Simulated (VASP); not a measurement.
Input:

```
AlCr
1.0
    4.42902     0.00000     0.00000
   -2.21451     3.83564     0.00000
    0.00000     0.00000     4.97639
Cr Al
2 2
Direct
  0.33333   0.66667   0.93746
  0.66667   0.33333   0.43746
  0.33333   0.66667   0.43754
  0.66667   0.33333   0.93754
```
Starting moments (μB, in the order of the record's atoms Cr Cr Al Al): 2.9 2.9 -0.1 -0.1.

All values below come from PBE GGA, VASP's PBE PAW potentials (set 64) (plane waves; VASP 6.6.1). Run with 400 eV cut-off, Gaussian smearing of 0.050 eV, potentials Cr_pv Al.

Q: Give the spin-up energies of bands 8 to 21 at the high-symmetry points, in eV from the Fermi level.

A: 
```json
[
 {"band": "8", "Γ": "-4.00", "M": "-4.79", "K": "-5.29", "A": "-6.01", "L": "-4.58", "H": "-4.26"},
 {"band": "9", "Γ": "-1.76", "M": "-2.52", "K": "-2.16", "A": "-2.00", "L": "-3.26", "H": "-3.29"},
 {"band": "10", "Γ": "-1.76", "M": "-1.86", "K": "-1.84", "A": "-2.00", "L": "-3.26", "H": "-3.29"},
 {"band": "11", "Γ": "-1.60", "M": "-1.59", "K": "-1.58", "A": "-2.00", "L": "-1.72", "H": "-2.01"},
 {"band": "12", "Γ": "-1.60", "M": "-1.46", "K": "-1.58", "A": "-2.00", "L": "-1.72", "H": "-2.01"},
 {"band": "13", "Γ": "-1.58", "M": "-1.42", "K": "-1.58", "A": "-1.99", "L": "-1.65", "H": "-1.57"},
 {"band": "14", "Γ": "-1.34", "M": "-1.42", "K": "-1.58", "A": "-1.99", "L": "-1.65", "H": "-1.57"},
 {"band": "15", "Γ": "-1.34", "M": "-1.12", "K": "-1.30", "A": "-0.49", "L": "-0.81", "H": "-1.11"},
 {"band": "16", "Γ": "-1.22", "M": "-0.83", "K": "-0.78", "A": "-0.49", "L": "-0.81", "H": "-1.11"},
 {"band": "17", "Γ": "-0.40", "M": "-0.56", "K": "-0.61", "A": "-0.49", "L": "-0.69", "H": "-0.21"},
 {"band": "18", "Γ": "-0.40", "M": "-0.23", "K": "-0.61", "A": "-0.49", "L": "-0.69", "H": "-0.21"},
 {"band": "19", "Γ": "1.46", "M": "0.26", "K": "-0.17", "A": "4.00", "L": "0.28", "H": "0.24"},
 {"band": "20", "Γ": "2.55", "M": "1.29", "K": "2.09", "A": "4.00", "L": "0.28", "H": "0.24"},
 {"band": "21", "Γ": "2.55", "M": "2.30", "K": "2.09", "A": "4.00", "L": "2.49", "H": "1.04"}
]
```

Q: Give the spin-down energies of bands 8 to 21 at the high-symmetry points, in eV from the Fermi level.

A: 
```json
[
 {"band": "8", "Γ": "-3.17", "M": "-4.50", "K": "-4.99", "A": "-5.80", "L": "-4.37", "H": "-4.09"},
 {"band": "9", "Γ": "-1.45", "M": "-1.47", "K": "-1.99", "A": "-0.40", "L": "-2.70", "H": "-2.61"},
 {"band": "10", "Γ": "-0.27", "M": "-0.52", "K": "-0.34", "A": "-0.40", "L": "-2.70", "H": "-2.61"},
 {"band": "11", "Γ": "-0.27", "M": "-0.51", "K": "-0.34", "A": "-0.40", "L": "-0.24", "H": "-1.23"},
 {"band": "12", "Γ": "0.29", "M": "-0.35", "K": "-0.16", "A": "-0.40", "L": "-0.24", "H": "-1.23"},
 {"band": "13", "Γ": "0.29", "M": "0.26", "K": "0.15", "A": "-0.12", "L": "0.21", "H": "0.66"},
 {"band": "14", "Γ": "0.64", "M": "0.60", "K": "0.15", "A": "-0.12", "L": "0.21", "H": "0.66"},
 {"band": "15", "Γ": "0.64", "M": "1.30", "K": "0.95", "A": "2.03", "L": "1.55", "H": "1.32"},
 {"band": "16", "Γ": "1.32", "M": "1.72", "K": "1.90", "A": "2.03", "L": "1.55", "H": "1.32"},
 {"band": "17", "Γ": "1.99", "M": "1.96", "K": "2.05", "A": "2.03", "L": "1.93", "H": "2.38"},
 {"band": "18", "Γ": "1.99", "M": "2.08", "K": "2.05", "A": "2.03", "L": "1.93", "H": "2.38"},
 {"band": "19", "Γ": "3.05", "M": "2.27", "K": "2.35", "A": "4.91", "L": "2.51", "H": "2.51"},
 {"band": "20", "Γ": "4.08", "M": "3.02", "K": "3.20", "A": "4.91", "L": "2.51", "H": "2.51"},
 {"band": "21", "Γ": "4.08", "M": "3.22", "K": "3.43", "A": "4.91", "L": "3.75", "H": "2.83"}
]
```

It has no gap at this level: it comes out as a metal or semimetal.

The structure was generated: CrAl was put into the wurtzite type (P6_3mc), which need not be its known phase. It was relaxed first, which changed the volume by -22 %. The relaxed cell has space group P6_3/mmc.
